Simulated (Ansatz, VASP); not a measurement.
# AlNi3: VASP beside Ansatz, part 2 of 2

Aim: how closely do two programs agree when they are given the same cell, functional and k mesh? The cell is taken from a series of runs on this material, whose earlier steps may have relaxed, scaled, displaced or heated it; both programs get it as it stands.

VASP 6.6.1 and Ansatz 0.2.0.

So far: The structure; Ansatz: elastic constants, PBEsol.

## Step 3: VASP: elastic constants, PBEsol

Level of this step: PBEsol, no spin polarisation; plane waves and PAW (Al, Ni) (VASP).

The same cell, functional, mesh and smearing now go to VASP, with its own data sets.

Lines of VASP's logs that name or quote its potential files are left out, and so is its time.

INCAR reads:

```
SYSTEM = AlNi3
PREC = Accurate
ENCUT = 600
EDIFF = 1E-08
NELM = 120
ISMEAR = 1
SIGMA = 0.25
LREAL = .FALSE.
ALGO = Normal
GGA = PS
NBANDS = 22
LASPH = .TRUE.
LORBIT = 11
LWAVE = .FALSE.
LCHARG = .FALSE.
ISIF = 3
IBRION = 6
NFREE = 2
POTIM = 0.015
NSW = 1
GGA_COMPAT = .FALSE.
KPAR = 2
```

POSCAR reads:

```
AlNi3
1.0
    3.5174863700      0.0000000000      0.0000000000
    0.0000000000      3.5174863700      0.0000000000
    0.0000000000      0.0000000000      3.5174863700
Al Ni
1 3
Direct
    0.0000000000      0.0000000000      0.0000000000
    0.0000000000      0.5000000000      0.5000000000
    0.5000000000      0.0000000000      0.5000000000
    0.5000000000      0.5000000000      0.0000000000
```

KPOINTS reads:

```
Automatic mesh
0
Gamma
12 12 12
0 0 0
```

The projector-augmented-wave data sets are Al and Ni (PBE family, release 64).

On the command line:

```console
$ mpirun -np 2 vasp_std
```

Numbers of over 12 decimals in the logs are rounded to 6 here.

The log of the run:

```text
[banner, memory and clock lines left out]
running    2 mpi-ranks, on    1 nodes
 distrk:  each k-point on    1 cores,    2 groups
 distr:  one band on    1 cores,    1 groups

 POSCAR found type information on POSCAR AlNi
 POSCAR found :  2 types and       4 ions
|                                                                             |
|               ----> ADVICE to this user running VASP <----                  |
|                                                                             |
|     You enforced a specific xc type in the INCAR file but a different       |
|     [... a line on the potential file left out ...]
|     I HOPE YOU KNOW WHAT YOU ARE DOING!                                     |
|                                                                             |

 LDA part: xc-table for (Slater+PW92), standard interpolation
 POSCAR, INCAR and KPOINTS ok, starting setup
 FFT: planning ... GRIDC
 FFT: planning ... GRID_SOFT
 FFT: planning ... GRID
 WAVECAR not read
 entering main loop
       N       E                     dE             d eps       ncg     rms          rms(c)
DAV:   1     0.199849051909E+03    0.19985E+03   -0.15735E+04  3720   0.214E+03
DAV:   2    -0.188467777583E+02   -0.21870E+03   -0.20836E+03  3696   0.364E+02
DAV:   3    -0.290498061028E+02   -0.10203E+02   -0.96061E+01  4104   0.108E+02
DAV:   4    -0.292056425595E+02   -0.15584E+00   -0.15556E+00  4522   0.119E+01
DAV:   5    -0.292107133345E+02   -0.50708E-02   -0.50705E-02  4510   0.199E+00    0.212E+01
DAV:   6    -0.298840988126E+02   -0.67339E+00   -0.62920E+01  4152   0.138E+02    0.214E+01
DAV:   7    -0.243669849604E+02    0.55171E+01   -0.19382E+01  4218   0.744E+01    0.236E+00
DAV:   8    -0.243124697262E+02    0.54515E-01   -0.39918E-01  3934   0.568E+00    0.128E+00
DAV:   9    -0.242863409921E+02    0.26129E-01   -0.33731E-02  5036   0.256E+00    0.198E-01
DAV:  10    -0.242852795121E+02    0.10615E-02   -0.18524E-03  3924   0.417E-01    0.109E-01
DAV:  11    -0.242852579410E+02    0.21571E-04   -0.13415E-04  4784   0.121E-01    0.407E-02
DAV:  12    -0.242852584310E+02   -0.48997E-06   -0.10994E-05  4244   0.344E-02    0.203E-02
DAV:  13    -0.242852543430E+02    0.40880E-05   -0.22383E-06  5114   0.154E-02    0.370E-03
DAV:  14    -0.242852544723E+02   -0.12934E-06   -0.23755E-07  4386   0.521E-03    0.197E-03
DAV:  15    -0.242852545016E+02   -0.29289E-07   -0.78179E-09  2444   0.920E-04    0.643E-04
DAV:  16    -0.242852545343E+02   -0.32634E-07   -0.15477E-09  2082   0.408E-04    0.768E-05
DAV:  17    -0.242852545360E+02   -0.17762E-08   -0.39543E-10  1998   0.201E-04
   1 F= -.24285255E+02 E0= -.24280838E+02  d E =-.132510E-01
[... from here on, the cycles between the ionic steps are left out ...]
   2 F= -.24277548E+02 E0= -.24273227E+02  d E =-.129618E-01
  12 F= -.24280923E+02 E0= -.24276556E+02  d E =-.131017E-01
  13 F= -.24280923E+02 E0= -.24276556E+02  d E =-.131018E-01
  14 F= -.24284292E+02 E0= -.24279875E+02  d E =-.132507E-01
  15 F= -.24284292E+02 E0= -.24279875E+02  d E =-.132507E-01
  16 F= -.24284223E+02 E0= -.24279800E+02  d E =-.132669E-01
  17 F= -.24284223E+02 E0= -.24279800E+02  d E =-.132669E-01
  18 F= -.24284187E+02 E0= -.24279774E+02  d E =-.132396E-01
 Finite differences progress:
  Degree of freedom:   9/  9
  Displacement:        1/  2
  Total:              17/ 18
 bond charge predicted
       N       E                     dE             d eps       ncg     rms          rms(c)
DAV:   1    -0.242836691508E+02    0.51830E-03   -0.24304E+00 15098   0.976E+00    0.233E-01
DAV:   2    -0.242849736676E+02   -0.13045E-02   -0.20592E-02 18110   0.208E+00    0.251E-01
DAV:   3    -0.242847761988E+02    0.19747E-03   -0.25035E-03 17482   0.177E+00    0.208E-01
DAV:   4    -0.242843763743E+02    0.39982E-03   -0.12223E-03 19646   0.101E+00    0.109E-01
DAV:   5    -0.242842021884E+02    0.17419E-03   -0.40078E-04 22282   0.387E-01    0.389E-02
DAV:   6    -0.242841880922E+02    0.14096E-04   -0.59735E-05 17702   0.181E-01    0.113E-02
DAV:   7    -0.242841887598E+02   -0.66762E-06   -0.12497E-05 18462   0.103E-01    0.127E-02
DAV:   8    -0.242841874274E+02    0.13324E-05   -0.33766E-06 20470   0.569E-02    0.226E-03
DAV:   9    -0.242841874528E+02   -0.25420E-07   -0.35347E-07 16532   0.657E-03    0.106E-03
DAV:  10    -0.242841874639E+02   -0.11085E-07   -0.18546E-08 11146   0.260E-03    0.287E-04
DAV:  11    -0.242841874654E+02   -0.14661E-08   -0.66463E-09  8026   0.119E-03
  19 F= -.24284187E+02 E0= -.24279774E+02  d E =-.132396E-01
 Finite differences progress:
  Degree of freedom:   9/  9
  Displacement:        2/  2
  Total:              18/ 18
```

Parts of OUTCAR (step 3):

```text
ion  position               nearest neighbor table
   1  0.000  0.000  0.000-   2 2.49   3 2.49   4 2.49   2 2.49   3 2.49   2 2.49   4 2.49   2 2.49
                             3 2.49   4 2.49   3 2.49   4 2.49
   2  0.000  0.500  0.500-   1 2.49   3 2.49   4 2.49   1 2.49   4 2.49   1 2.49   3 2.49   1 2.49
                             3 2.49   4 2.49   4 2.49   3 2.49
   3  0.500  0.000  0.500-   1 2.49   2 2.49   4 2.49   1 2.49   4 2.49   2 2.49   4 2.49   4 2.49
                             1 2.49   2 2.49   1 2.49   2 2.49
   4  0.500  0.500  0.000-   1 2.49   2 2.49   3 2.49   2 2.49   3 2.49   1 2.49   3 2.49   3 2.49
                             1 2.49   2 2.49   2 2.49   1 2.49

  LATTYP: Found a simple cubic cell.
 ALAT       =     3.5174863700

 Subroutine GETGRP returns: Found 48 space group operations
 (whereof 48 operations were pure point group operations)

The static configuration has the point symmetry O_h .

 Found     84 irreducible k-points:

   k-points           NKPTS =     84   k-points in BZ     NKDIM =     84   number of bands    NBANDS=     22

   dimension x,y,z NGX =    28 NGY =   28 NGZ =   28
   dimension x,y,z NGXF=    56 NGYF=   56 NGZF=   56

   ENCUT  =  600.0 eV  44.10 Ry    6.64 a.u.   7.03  7.03  7.03*2*pi/ulx,y,z

   NELECT =      33.0000    total number of electrons

 k-points in reciprocal lattice and weights: Automatic mesh
   0.00000000  0.00000000  0.00000000       0.001
   0.08333333  0.00000000  0.00000000       0.003
   0.16666667  0.00000000  0.00000000       0.003
   0.25000000  0.00000000  0.00000000       0.003
   0.33333333  0.00000000  0.00000000       0.003
   0.41666667  0.00000000  0.00000000       0.003
   0.50000000  0.00000000  0.00000000       0.002
   0.08333333  0.08333333  0.00000000       0.007
   0.16666667  0.08333333  0.00000000       0.014
[...]
21      16.7276      0.00000
    ...

  Total        0.0176556      0.0159576      0.0174456      0.0000000      0.0000000      0.0000000
  in kB        0.6499754      0.5874649      0.6422443      0.0000000      0.0000000      0.0000000
  external PRESSURE =       0.6265615 kB  Pullay stress =       0.0000000 kB

  energy-cutoff  :      600.00
  volume of cell :       43.52
      direct lattice vectors                 reciprocal lattice vectors
     3.517486370  0.000000000  0.000000000     0.284293923  0.000000000  0.000000000
     0.000000000  3.517486370  0.000000000     0.000000000  0.284293923  0.000000000
     0.000000000  0.000000000  3.517486370     0.000000000  0.000000000  0.284293923

 POSITION                                       TOTAL-FORCE (eV/Angst)
 -----------------------------------------------------------------------------------
      0.00000      0.00000      0.00000         0.000000     -0.067279      0.000000
      0.00000      1.74374      1.75874         0.000000      0.142188      0.000000
      1.75874      0.00000      1.75874         0.000000     -0.071903      0.000000
      1.75874      1.75874      0.00000         0.000000     -0.003006      0.000000
 -----------------------------------------------------------------------------------
    total drift:                                0.000001     -0.000119     -0.000008

  FREE ENERGIE OF THE ION-ELECTRON SYSTEM (eV)
  ---------------------------------------------------
  free  energy   TOTEN  =       -24.2841874654 eV

  energy  without entropy=      -24.2709478609  energy(sigma->0) =      -24.27977426

  SYMMETRIZED ELASTIC MODULI (kBar)
 Direction    XX          YY          ZZ          XY          YZ          ZX
 --------------------------------------------------------------------------------
 XX        2627.4831   1730.0238   1730.0238      0.0000     -0.0000     -0.0000
 YY        1730.0238   2627.4831   1730.0238     -0.0000     -0.0000     -0.0000
 ZZ        1730.0238   1730.0238   2627.4831     -0.0000      0.0000      0.0000
 XY           0.0000     -0.0000     -0.0000   1417.0693      0.0000      0.0000
 YZ          -0.0000     -0.0000      0.0000      0.0000   1417.0693      0.0000
 ZX          -0.0000     -0.0000      0.0000      0.0000      0.0000   1417.0693
 --------------------------------------------------------------------------------

 Eigenvectors and eigenvalues of the dynamical matrix
 ----------------------------------------------------

   1 f  =   10.308138 THz    64.767943 2PiTHz  343.842480 cm-1    42.631015 meV
             X         Y         Z           dx          dy          dz
      0.000000  0.000000  0.000000     0.252823   -0.119571    0.732717
      0.000000  1.758743  1.758743     0.084781    0.060577   -0.371208
      1.758743  0.000000  1.758743    -0.128085   -0.040096   -0.371208
      1.758743  1.758743  0.000000    -0.128085    0.060577    0.245707

   2 f  =   10.308138 THz    64.767943 2PiTHz  343.842480 cm-1    42.631015 meV
             X         Y         Z           dx          dy          dz
      0.000000  0.000000  0.000000    -0.650391    0.337578    0.279506
      0.000000  1.758743  1.758743    -0.218100   -0.171023   -0.141603
      1.758743  0.000000  1.758743     0.329500    0.113202   -0.141603
      1.758743  1.758743  0.000000     0.329500   -0.171023    0.093728

   3 f  =   10.308138 THz    64.767943 2PiTHz  343.842480 cm-1    42.631015 meV
             X         Y         Z           dx          dy          dz
      0.000000  0.000000  0.000000     0.357998    0.697736   -0.009664
      0.000000  1.758743  1.758743     0.120050   -0.353486    0.004896
      1.758743  0.000000  1.758743    -0.181369    0.233976    0.004896
      1.758743  1.758743  0.000000    -0.181369   -0.353486   -0.003241

   4 f  =    6.931706 THz    43.553190 2PiTHz  231.216808 cm-1    28.667218 meV
             X         Y         Z           dx          dy          dz
      0.000000  0.000000  0.000000     0.189687    0.461846   -0.052601
      0.000000  1.758743  1.758743    -0.302695    0.211899   -0.024134
      1.758743  0.000000  1.758743     0.087030   -0.736997   -0.024134
      1.758743  1.758743  0.000000     0.087030    0.211899    0.083938

   5 f  =    6.931706 THz    43.553190 2PiTHz  231.216808 cm-1    28.667218 meV
             X         Y         Z           dx          dy          dz
      0.000000  0.000000  0.000000     0.360901   -0.182133   -0.297704
      0.000000  1.758743  1.758743    -0.575913   -0.083564   -0.136589
      1.758743  0.000000  1.758743     0.165585    0.290642   -0.136589
      1.758743  1.758743  0.000000     0.165585   -0.083564    0.475065

   6 f  =    6.931706 THz    43.553190 2PiTHz  231.216808 cm-1    28.667218 meV
             X         Y         Z           dx          dy          dz
      0.000000  0.000000  0.000000    -0.292949    0.074668   -0.400818
      0.000000  1.758743  1.758743     0.467477    0.034258   -0.183899
      1.758743  0.000000  1.758743    -0.134407   -0.119153   -0.183899
      1.758743  1.758743  0.000000    -0.134407    0.034258    0.639611

   7 f  =    6.349799 THz    39.896966 2PiTHz  211.806509 cm-1    26.260648 meV
             X         Y         Z           dx          dy          dz
      0.000000  0.000000  0.000000     0.000000   -0.000000    0.000000
      0.000000  1.758743  1.758743    -0.000000    0.688823   -0.110177
      1.758743  0.000000  1.758743    -0.115691    0.000000    0.110177
      1.758743  1.758743  0.000000     0.115691   -0.688823   -0.000000

   8 f  =    6.349799 THz    39.896966 2PiTHz  211.806509 cm-1    26.260648 meV
             X         Y         Z           dx          dy          dz
      0.000000  0.000000  0.000000     0.000000   -0.000000    0.000000
      0.000000  1.758743  1.758743    -0.000000   -0.158618   -0.410520
      1.758743  0.000000  1.758743    -0.553456    0.000000    0.410520
      1.758743  1.758743  0.000000     0.553456    0.158618   -0.000000

   9 f  =    6.349799 THz    39.896966 2PiTHz  211.806509 cm-1    26.260648 meV
             X         Y         Z           dx          dy          dz
      0.000000  0.000000  0.000000    -0.000000   -0.000000    0.000000
      0.000000  1.758743  1.758743    -0.000000    0.019070    0.565097
      1.758743  0.000000  1.758743    -0.424619    0.000000   -0.565097
      1.758743  1.758743  0.000000     0.424619   -0.019070   -0.000000

  10 f/i=    0.000590 THz     0.003704 2PiTHz    0.019665 cm-1     0.002438 meV
             X         Y         Z           dx          dy          dz
      0.000000  0.000000  0.000000     0.334287   -0.062697   -0.131074
      0.000000  1.758743  1.758743     0.493028   -0.092481   -0.193341
      1.758743  0.000000  1.758743     0.493090   -0.092469   -0.193341
      1.758743  1.758743  0.000000     0.493090   -0.092481   -0.193316

  11 f/i=    0.000590 THz     0.003704 2PiTHz    0.019665 cm-1     0.002438 meV
             X         Y         Z           dx          dy          dz
      0.000000  0.000000  0.000000     0.130795   -0.013351    0.339962
      0.000000  1.758743  1.758743     0.192905   -0.019693    0.501460
      1.758743  0.000000  1.758743     0.192929   -0.019690    0.501460
      1.758743  1.758743  0.000000     0.192929   -0.019693    0.501396

  12 f/i=    0.000590 THz     0.003704 2PiTHz    0.019665 cm-1     0.002438 meV
             X         Y         Z           dx          dy          dz
      0.000000  0.000000  0.000000    -0.063277   -0.358818    0.010254
      0.000000  1.758743  1.758743    -0.093325   -0.529274    0.015125
      1.758743  0.000000  1.758743    -0.093337   -0.529207    0.015125
      1.758743  1.758743  0.000000    -0.093337   -0.529274    0.015123

 ELASTIC MODULI CONTR FROM IONIC RELAXATION (kBar)
 Direction    XX          YY          ZZ          XY          YZ          ZX
 --------------------------------------------------------------------------------
 XX           0.0000      0.0000      0.0000      0.0000      0.0000      0.0000
 YY           0.0000      0.0000      0.0000      0.0000      0.0000      0.0000
 ZZ           0.0000      0.0000      0.0000      0.0000      0.0000      0.0000
 XY           0.0000      0.0000      0.0000      0.0000      0.0000      0.0000
 YZ           0.0000      0.0000      0.0000      0.0000      0.0000      0.0000
 ZX           0.0000      0.0000      0.0000      0.0000      0.0000      0.0000
 --------------------------------------------------------------------------------

 TOTAL ELASTIC MODULI (kBar)
 Direction    XX          YY          ZZ          XY          YZ          ZX
 --------------------------------------------------------------------------------
 XX        2627.4831   1730.0238   1730.0238      0.0000     -0.0000     -0.0000
 YY        1730.0238   2627.4831   1730.0238     -0.0000     -0.0000     -0.0000
 ZZ        1730.0238   1730.0238   2627.4831     -0.0000      0.0000      0.0000
 XY           0.0000     -0.0000     -0.0000   1417.0693      0.0000      0.0000
 YZ          -0.0000     -0.0000      0.0000      0.0000   1417.0693      0.0000
 ZX          -0.0000     -0.0000      0.0000      0.0000      0.0000   1417.0693
 --------------------------------------------------------------------------------

 total charge
# of ion       s       p       d       tot
------------------------------------------
    1        0.410   0.406   0.000   0.816
    2        0.512   0.553   8.401   9.466
    3        0.512   0.553   8.401   9.466
    4        0.512   0.553   8.401   9.466
--------------------------------------------------
tot          1.946   2.065  25.202  29.213
```

CONTCAR:

```
AlNi3
   1.00000000000000
     3.5174863699999999    0.0000000000000000    0.0000000000000000
     0.0000000000000000    3.5174863699999999    0.0000000000000000
     0.0000000000000000    0.0000000000000000    3.5174863699999999
  Al              Ni
     1     3
Direct
     0.0000000000000000    0.0000000000000000    0.0000000000000000
     0.0000000000000000    0.4957355911517008    0.5000000000000000
     0.5000000000000000    0.0000000000000000    0.5000000000000000
     0.5000000000000000    0.5000000000000000    0.0000000000000000
```

This run has no spin polarisation, so a moment on Ni, if there is one, isn't seen. Its electron count is odd, so without a moment it is a metal by construction.

Levels, forces or a CONTCAR printed for this step are those of its last displaced cell, not of the structure at rest.

## Step 4: Side by side

Known differences besides the potentials themselves: the data sets hold 57 valence electrons in Ansatz (on its default PAW (the set named soft_2) files) and 33 in VASP; the cutoff is 420 eV in Ansatz and 600 eV in VASP; Ansatz makes its cores anew for this functional, VASP keeps those of its PBE data sets; VASP takes each elastic constant from one size of strain, Ansatz from those that its log lists. Total energies have different zeros and are not compared.

The two programs side by side:

```
 quantity  Ansatz   VASP  difference
C11 (GPa)   267.1  262.8     +1.66 %
C22 (GPa)   267.1  262.8     +1.66 %
C33 (GPa)   267.1  262.8     +1.66 %
C12 (GPa)   174.0  173.0     +0.56 %
C13 (GPa)   174.0  173.0     +0.56 %
C23 (GPa)   174.0  173.0     +0.56 %
C44 (GPa)   143.5  141.7     +1.26 %
C55 (GPa)   143.5  141.7     +1.26 %
C66 (GPa)   143.5  141.7     +1.26 %
```

## Step 5: Results

```
difference in C11 (elastic constants, PBEsol) : 1.7 %
```

What this shows: The difference in C11 is 1.7 % (elastic constants, PBEsol), within the 5 % picked in this series as the mark of a large difference. The data sets hold unlike numbers of valence electrons (57 in Ansatz and 33 in VASP), so part of the differences comes from the potentials. Such differences can come from data sets, numerical settings and the points named under the comparisons, not from the functional's error against experiment.

[Lines on the potential files, build, host, timing and source positions are cut from VASP's logs without a mark.]

[Logs are printed without paths, hosts, clocks, repeated set-up lines and the standing remarks that a program may print on its own settings, such as how far it seeks lower states.]

[Hosts, paths, dates, database ids (printed as entryN), source tags and the programs' standing remarks are cut or masked in the printed files.]
